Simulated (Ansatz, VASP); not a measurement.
# AsN (wurtzite type (invented)) in two plane-wave programs, part 2 of 2

Aim: how closely do two programs agree when they are given the same cell, functional and k mesh? The cell is generated by rule, not measured, and may not be a known phase. Of the first pair: The cell is taken from a series of runs on this material, whose earlier steps may have relaxed, scaled, displaced or heated it; both programs get it as it stands.

VASP 6.6.1 and Ansatz 0.2.0.

So far: The structure; Ansatz: relaxation of cell and atoms, PBEsol, pair 1; VASP: relaxation of cell and atoms, PBEsol, pair 1; Comparison.

## 5. VASP: relaxation of cell and atoms, PBEsol, pair 2

Level of this step: PBEsol; plane waves and PAW (As, N); invented cell (VASP).

The relaxed volume is the usual yardstick between codes: in a stiff, nearly cubic crystal its relative difference is about their pressure difference at one cell divided by the bulk modulus. Its start cell is another than that of the pair before, and may be another structure of the material.

The input, INCAR:

```
SYSTEM = AsN
PREC = Accurate
ENCUT = 600
EDIFF = 1E-07
NELM = 120
ISMEAR = 0
SIGMA = 0.1
LREAL = .FALSE.
ALGO = Normal
GGA = PS
NBANDS = 16
LORBIT = 11
LWAVE = .FALSE.
LCHARG = .FALSE.
ISIF = 3
IBRION = 2
NSW = 80
EDIFFG = -0.005
LASPH = .TRUE.
GGA_COMPAT = .FALSE.
NELMIN = 4
EFERMI = MIDGAP
KPAR = 2
```

The input, POSCAR:

```
AsN
1.0
    3.7958419029      0.0000000000      0.0000000000
   -1.8979209515      3.2872951645      0.0000000000
    0.0000000000      0.0000000000      4.7311068958
As N
2 2
Direct
    0.3333333333      0.6666666667      0.9865894771
    0.6666666667      0.3333333333      0.4865894771
    0.3333333333      0.6666666667      0.3884105715
    0.6666666667      0.3333333333      0.8884105715
```

The input, KPOINTS:

```
Automatic mesh
0
Gamma
9 9 4
0 0 0
```

The projector-augmented-wave data sets are As and N (PBE family, release 64).

Run with:

```console
mpirun -np 2 vasp_std
```

Numbers of over 12 decimals in the logs are rounded to 6 here.

The program printed:

```text
[banner, memory and clock lines left out]
running    2 mpi-ranks, on    1 nodes
[...]
[... a notice as in an earlier step ...]

 LDA part: xc-table for (Slater+PW92), standard interpolation
 POSCAR, INCAR and KPOINTS ok, starting setup
[...]
entering main loop
       N       E                     dE             d eps       ncg     rms          rms(c)
DAV:   1     0.899024654953E+02    0.89902E+02   -0.10260E+04  1152   0.125E+03
DAV:   2    -0.202208164289E+02   -0.11012E+03   -0.10512E+03  1624   0.229E+02
DAV:   3    -0.268775464533E+02   -0.66567E+01   -0.66237E+01  1400   0.629E+01
DAV:   4    -0.269304162812E+02   -0.52870E-01   -0.52861E-01  1328   0.593E+00
[...]
DAV:  12    -0.242153186559E+02   -0.57666E-06   -0.59187E-06  1216   0.166E-02    0.971E-03
DAV:  13    -0.242153179774E+02    0.67852E-06   -0.44375E-06  1536   0.142E-02    0.221E-03
DAV:  14    -0.242153180606E+02   -0.83272E-07   -0.23516E-07  1048   0.407E-03
   1 F= -.24215318E+02 E0= -.24215303E+02  d E =-.242153E+02
[... from here on, the cycles between the ionic steps are left out ...]
   2 F= -.24216244E+02 E0= -.24216233E+02  d E =-.925740E-03
   3 F= -.24216258E+02 E0= -.24216247E+02  d E =-.940258E-03
   4 F= -.24216385E+02 E0= -.24216375E+02  d E =-.126997E-03
   5 F= -.24216419E+02 E0= -.24216409E+02  d E =-.161121E-03
[...]
reached required accuracy - stopping structural energy minimisation
```

From OUTCAR (step 5):

```text
  Total        0.0014931      0.0014931      0.0020567     -0.0000000      0.0000000      0.0000000
  in kB        0.0402815      0.0402815      0.0554855     -0.0000000      0.0000000      0.0000000
  external PRESSURE =       0.0453495 kB  Pullay stress =       0.0000000 kB

 POSITION                                       TOTAL-FORCE (eV/Angst)
 -----------------------------------------------------------------------------------
     -0.00000      2.19957      4.66249        -0.000000     -0.000000     -0.000806
      1.90488      1.09978      2.30018         0.000000      0.000000     -0.000806
     -0.00000      2.19957      1.83387         0.000000      0.000000      0.000806
      1.90488      1.09978      4.19618        -0.000000      0.000000      0.000806
 -----------------------------------------------------------------------------------
    total drift:                               -0.000000      0.000000     -0.001101

  FREE ENERGIE OF THE ION-ELECTRON SYSTEM (eV)
  ---------------------------------------------------
  free  energy   TOTEN  =       -24.2164194394 eV

  energy  without entropy=      -24.2163981739  energy(sigma->0) =      -24.21640881

[... 1 part as in an earlier step ...]

[... 3 further parts left out ...]
[key lines of the parts left out:]
E-fermi :   5.6705
```

## 6. Ansatz: relaxation of cell and atoms, PBEsol, pair 2

Its own start cell and the same functional, mesh and smearing now go to Ansatz, which takes its cutoff from its data sets.

The two relaxations start from unlike cells of this crystal (the structure described is Ansatz's start), so only their ends are compared.

The input, input.yaml:

```yaml
crystal:
  lattice:
    - [3.151678, 0.0, 0.0]
    - [-1.575839, 2.729433, 0.0]
    - [0.0, 0.0, 5.14669]
  atoms:
    - { symbol: As, position: [0.333333, 0.666667, 0.0] }
    - { symbol: As, position: [0.666667, 0.333333, 0.5] }
    - { symbol: "N", position: [0.333333, 0.666667, 0.375] }
    - { symbol: "N", position: [0.666667, 0.333333, 0.875] }
kpoints:
  mp_grid: { grid: [9, 9, 4] }
hamiltonian:
  xc: pbesol
scf:
  occupations: { method: gaussian, width: 0.1 }
output:
  forces: true
  stress: true
  eigenvalues: true
relax:
  adjacent_minimum: "off"
  f_tol: 0.05
  max_steps: 80
  cell: { stress_tol: 0.5 }
```

Run with:

```console
ansatz run input.yaml --threads 2 --pin off --max-ram 5120MiB --backend cpu --events-out ev --progress --plain --runs-dir out
```

The program printed:

```text
[...]
--- Relaxed structure (11 steps of the walk, 11 accepted, 2 SCFs on fresh bases) ---
[...]
cell:  # Å, volume = 59.3516 Å³
    - [3.814309, 0, 0]
    - [-1.907155, 3.303289, 0]
    - [0, 0, 4.710534]
  atoms:
    - { symbol: As, position: [0.333333, 0.666667, -0.012291] }
    - { symbol: As, position: [0.666667, 0.333333, 0.487709] }
    - { symbol: N, position: [0.333333, 0.666667, 0.387291] }
    - { symbol: N, position: [0.666667, 0.333333, 0.887291] }
[key lines of the parts left out:]
SCF converged after 5 iterations
Free energy (F): -10379.772857 eV
Fermi energy:    10.222951 eV
P = ⅓ Tr σ = 0.0845 GPa (0.845 kbar)
```

## 7. Differences

What differs besides the data sets and the points named for the pairs above, as far as they apply: the data sets hold 40 valence electrons in Ansatz (on its default PAW (the set named soft_2) files) and 20 in VASP. Total energies have different zeros and are not compared.

The two programs side by side:

| quantity | Ansatz | VASP | difference |
| --- | --- | --- | --- |
| volume (Å³) | 59.35 | 59.39 | -0.06 % |
| edge a after relaxation, in the typed setting (Å) | 3.814 | 3.810 | +0.12 % |
| edge c after relaxation, in the typed setting (Å) | 4.710 | 4.725 | -0.30 % |

## 8. Ansatz: relaxation of cell and atoms, PBEsol, pair 3

The relaxed volume is the usual yardstick between codes: in a stiff, nearly cubic crystal its relative difference is about their pressure difference at one cell divided by the bulk modulus. Its start cell is another than that of the pair before, and may be another structure of the material.

The cell is taken from a series of runs on this material, whose earlier steps may have relaxed, scaled, displaced or heated it; both programs get it as it stands.

The input, input.yaml:

```yaml
crystal:
  lattice:
    - [3.8161496958, 0.0, 0.0]
    - [-1.9080748479, 3.3048825812, 0.0]
    - [0.0, 0.0, 4.7074919624]
  atoms:
    - { symbol: As, position: [0.3333333333, 0.6666666667, -0.0124046286] }
    - { symbol: As, position: [0.6666666667, 0.3333333333, 0.4875953714] }
    - { symbol: "N", position: [0.3333333333, 0.6666666667, 0.3874046286] }
    - { symbol: "N", position: [0.6666666667, 0.3333333333, 0.8874046286] }
kpoints:
  mp_grid: { grid: [12, 12, 8] }
hamiltonian:
  xc: pbesol
scf:
  occupations: { method: fixed }
output:
  forces: true
  stress: true
  eigenvalues: true
relax:
  adjacent_minimum: "off"
  f_tol: 0.001
  max_steps: 60
  cell: { stress_tol: 0.01 }
```

The program printed:

```text
[...]
Crystal: 4 atoms, lattice volume = 59.371 Å³
Basis set: ecut = 420 eV, 1143 PW (Γ), exchange–correlation on 54×54×64 points (8 copies of the dense FFT grid, shifted against one another)
Bands: 24, of which v1, the nominal top of the filled ones, is band 20 counted from 1 (19 counted from 0)
Symmetry: 12 space group operations
[...]
k-points: 95 of 1152 (time reversal used)
[...]
--- Relaxed structure (5 steps of the walk, 5 accepted, 1 SCFs on fresh bases) ---
[...]
cell:  # Å, volume = 59.3787 Å³
    - [3.816605, 0, 0]
    - [-1.908303, 3.305277, 0]
    - [0, 0.0, 4.707018]
  atoms:
    - { symbol: As, position: [0.333333, 0.666667, -0.012358] }
    - { symbol: As, position: [0.666667, 0.333333, 0.487642] }
    - { symbol: N, position: [0.333333, 0.666667, 0.387358] }
    - { symbol: N, position: [0.666667, 0.333333, 0.887358] }
[key lines of the parts left out:]
SCF converged after 6 iterations
Free energy (F): -10379.779266 eV
Fermi energy:    10.004650 eV
P = ⅓ Tr σ = 0.0006 GPa (0.006 kbar)
```

## 9. VASP: relaxation of cell and atoms, PBEsol, pair 3

The same cell, functional and mesh now go to VASP, with its own data sets.

Edit INCAR of step 5 so:

```diff
@@ -6,3 +6,3 @@
 ISMEAR = 0
-SIGMA = 0.1
+SIGMA = 0.01
 LREAL = .FALSE.
```

The input, POSCAR:

```
AsN
1.0
    3.8161500000      0.0000000000      0.0000000000
   -1.9080750000      3.3048830000      0.0000000000
    0.0000000000      0.0000000000      4.7074920000
As N
2 2
Direct
    0.3333332829      0.6666665658      0.9875953055
    0.6666667171      0.3333334342      0.4875953055
    0.3333332829      0.6666665658      0.3874045883
    0.6666667171      0.3333334342      0.8874045883
```

The input, KPOINTS:

```
Automatic mesh
0
Gamma
12 12 8
0 0 0
```

Run with:

```console
mpirun -np 2 vasp_std
```

The program printed:

```text
[... set-up lines as in an earlier step ...]
 entering main loop
       N       E                     dE             d eps       ncg     rms          rms(c)
DAV:   1     0.890679784538E+02    0.89068E+02   -0.10131E+04  3040   0.124E+03
DAV:   2    -0.205449550401E+02   -0.10961E+03   -0.10536E+03  4312   0.227E+02
DAV:   3    -0.269233535020E+02   -0.63784E+01   -0.63542E+01  3736   0.618E+01
DAV:   4    -0.269719476384E+02   -0.48594E-01   -0.48584E-01  3560   0.577E+00
[...]
DAV:  12    -0.242217455641E+02    0.58025E-07   -0.93458E-06  3336   0.253E-02    0.690E-03
DAV:  13    -0.242217452372E+02    0.32691E-06   -0.28551E-06  4080   0.111E-02    0.228E-03
DAV:  14    -0.242217452683E+02   -0.31094E-07   -0.20061E-07  2416   0.365E-03
   1 F= -.24221745E+02 E0= -.24221745E+02  d E =-.242217E+02
[... from here on, the cycles between the ionic steps are left out ...]
   2 F= -.24222260E+02 E0= -.24222260E+02  d E =-.514893E-03
   3 F= -.24223082E+02 E0= -.24223082E+02  d E =-.133707E-02
   4 F= -.24223380E+02 E0= -.24223380E+02  d E =-.297375E-03
   5 F= -.24223395E+02 E0= -.24223395E+02  d E =-.312482E-03
   6 F= -.24223395E+02 E0= -.24223395E+02  d E =-.312468E-03
   7 F= -.24223414E+02 E0= -.24223414E+02  d E =-.195658E-04
   8 F= -.24223420E+02 E0= -.24223420E+02  d E =-.250297E-04
[...]
reached required accuracy - stopping structural energy minimisation
```

OUTCAR, selected parts (step 9):

```text
  Total       -0.0044141     -0.0044141     -0.0156673      0.0000000      0.0000000      0.0000000
  in kB       -0.1192272     -0.1192272     -0.4231823      0.0000000      0.0000000      0.0000000
  external PRESSURE =      -0.2205456 kB  Pullay stress =       0.0000000 kB

 POSITION                                       TOTAL-FORCE (eV/Angst)
 -----------------------------------------------------------------------------------
      0.00000      2.20030      4.65146        -0.000000     -0.000000      0.002313
      1.90552      1.10015      2.29352         0.000000      0.000000      0.002313
      0.00000      2.20030      1.83285         0.000000     -0.000000     -0.002313
      1.90552      1.10015      4.19078        -0.000000      0.000000     -0.002313
 -----------------------------------------------------------------------------------
    total drift:                                0.000000     -0.000308     -0.000384

  FREE ENERGIE OF THE ION-ELECTRON SYSTEM (eV)
  ---------------------------------------------------
  free  energy   TOTEN  =       -24.2234198374 eV

  energy  without entropy=      -24.2234198374  energy(sigma->0) =      -24.22341984

[... 2 parts as in an earlier step ...]

[... 2 further parts left out ...]
[key lines of the parts left out:]
E-fermi :   5.6997
```

## 10. Side by side

What differs besides the data sets and the points named for the pairs above, as far as they apply: fixed occupations in Ansatz, narrow Gaussian smearing in VASP; the data sets hold 40 valence electrons in Ansatz (on its default PAW (the set named soft_2) files) and 20 in VASP. Total energies have different zeros and are not compared.

Compared:

| quantity | Ansatz | VASP | difference |
| --- | --- | --- | --- |
| volume (Å³) | 59.38 | 59.32 | +0.10 % |
| edge a after relaxation, in the typed setting (Å) | 3.817 | 3.811 | +0.15 % |
| edge c after relaxation, in the typed setting (Å) | 4.707 | 4.716 | -0.19 % |

## 11. Results

```json
{"difference in edge c after relaxation, in the typed setting (relaxation of cell and atoms, PBEsol, pair 1)": "-0.18 %", "difference in edge c after relaxation, in the typed setting (relaxation of cell and atoms, PBEsol, pair 2)": "-0.30 %", "difference in edge c after relaxation, in the typed setting (relaxation of cell and atoms, PBEsol, pair 3)": "-0.19 %"}
```

The difference in edge c after relaxation, in the typed setting is -0.30 % (relaxation of cell and atoms, PBEsol, pair 2), within the 1.2 % picked in this series as the mark of a large difference, as far as the stopping tolerances let one tell. The data sets hold unlike numbers of valence electrons (40 in Ansatz and 20 in VASP), so part of the differences comes from the potentials. How closely two codes agree says nothing of how well the functional describes the real material.

[Lines on the potential files, build, host, timing and source positions are cut from VASP's logs without a mark.]

[Logs are printed without paths, hosts, clocks, repeated set-up lines and the standing remarks that a program may print on its own settings, such as how far it seeks lower states.]

[Hosts, paths, dates, database ids (printed as entryN), source tags and the programs' standing remarks are cut or masked in the printed files.]
